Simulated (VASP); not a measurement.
An input for Quantum ESPRESSO's pw.x (written as the equivalent of a VASP run, and not itself run):

```
&CONTROL
  calculation = 'scf'
  pseudo_dir = './pseudo'
  outdir = './out'
  tprnfor = .true.
  tstress = .true.
/
&SYSTEM
  ibrav = 0
  nat = 3
  ntyp = 2
  ecutwfc = 84
  occupations = 'smearing'
  smearing = 'gaussian'
  degauss = 0.003675
  input_dft = 'vdw-df2'
/
&ELECTRONS
  conv_thr = 7.3e-09
  electron_maxstep = 100
/
ATOMIC_SPECIES
  Mg 24.305 Mg.upf
  Ge 72.630 Ge.upf
CELL_PARAMETERS angstrom
     0.0000000    3.1750739    3.1750739
     3.1750739    0.0000000    3.1750739
     3.1750739    3.1750739    0.0000000
ATOMIC_POSITIONS crystal
  Mg   0.2500000  0.2500000  0.2500000
  Mg   0.7500000  0.7500000  0.7500000
  Ge   1.0000000  0.0000000  1.0000000
K_POINTS automatic
  6 6 6 0 0 0
```

Problem. Write the VASP files for the same calculation (vdW-DF2).

Solution. One answer among several that fit: 
File KPOINTS:
```
Automatic mesh
0
Gamma
 6 6 6
```

POSCAR:
```
Mg2Ge
4.4902330
  0.0000000000   0.7071067156   0.7071067156
  0.7071067156   0.0000000000   0.7071067156
  0.7071067156   0.7071067156   0.0000000000
Mg Ge
2 1
Cart
  0.3535533578   0.3535533578   0.3535533578
  1.0606600734   1.0606600734   1.0606600734
  0.7071067156   1.4142134312   0.7071067156
```

### INCAR
```
! general
SYSTEM    =  Mg2Ge
PREC      =  Accurate
ENCUT     =  520
LREAL     =  .False.
LASPH     =  .True.

! electronic loop
EDIFF     =  1E-7
NELM      =  100
ALGO      =  Normal
LMAXMIX   =  4

! smearing
ISMEAR    =  0
SIGMA     =  0.05

! functional
GGA       =  ML
LUSE_VDW  =  .True.
AGGAC     =  0.0
ZAB_VDW   =  -1.8867

! ions
ISIF      =  2

! output
LWAVE     =  .False.
LCHARG    =  .False.
```

POTCAR, in this order: Mg Ge_d (PBE.64 set). Program: vasp_std.

Limits of the translation: the potentials are each code's own (VASP's PAW set, PseudoDojo norm-conserving files in pw.x), so ENCUT and ecutwfc are chosen apart and not converted; conv_thr bounds pw.x's estimated SCF error, while EDIFF bounds the energy change between steps.

The compound is Mg2Ge in the antifluorite structure. This cell is one point of a volume scan, at 0.94 of the reference volume.
